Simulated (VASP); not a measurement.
```
AuTa
1.0
    2.87029     0.00000     0.00000
    0.00000     2.87029     0.00000
    0.00000     0.00000     4.11855
Ta Au
1 1
Direct
  0.50000   0.50000   0.50000
  0.00000   0.00000   0.00000
```

Computed with PBEsol GGA, VASP's PBE PAW potentials (set 64) (plane waves; VASP). Run with 400 eV cut-off, 14×14×10 Γ-centred mesh, tetrahedra with Blöchl corrections, potentials Ta_pv Au.

Unless said otherwise, spin-orbit coupling is left out, though it shifts the bands of the heavy elements here.

Problem. Tabulate the total density of states (states/eV per cell) against energy (eV; zero at the valence-band maximum or, without a gap, the Fermi level).

Solution. 
(E (eV), DOS (states/eV)): (-9.98, 0.01); (-9.62, 0.08); (-9.26, 0.13); (-8.90, 0.18); (-8.66, 0.21); (-8.30, 0.28); (-7.94, 0.40); (-7.58, 0.62); (-7.22, 1.35); (-6.86, 2.82); (-6.50, 3.62); (-6.14, 4.24); (-5.90, 2.75); (-5.54, 3.36); (-5.18, 3.78); (-4.82, 3.03); (-4.46, 2.37); (-4.10, 1.53); (-3.74, 1.17); (-3.38, 0.74); (-3.14, 0.79); (-2.78, 1.01); (-2.42, 1.05); (-2.06, 1.52); (-1.70, 1.69); (-1.34, 1.52); (-0.98, 1.86); (-0.62, 1.69); (-0.38, 1.51); (-0.02, 1.24); (0.34, 2.24); (0.70, 1.21); (1.06, 0.43); (1.42, 0.56); (1.78, 1.46); (2.14, 1.65); (2.38, 1.78); (2.74, 2.38); (3.10, 2.32); (3.46, 1.28)
Within 2 eV below the Fermi level the largest weight inside VASP's projection spheres is Ta d, then Au d.

The structure comes from a computed database's TaAu entry (P4/mmm); how it stands against other phases isn't given here. It was relaxed first.
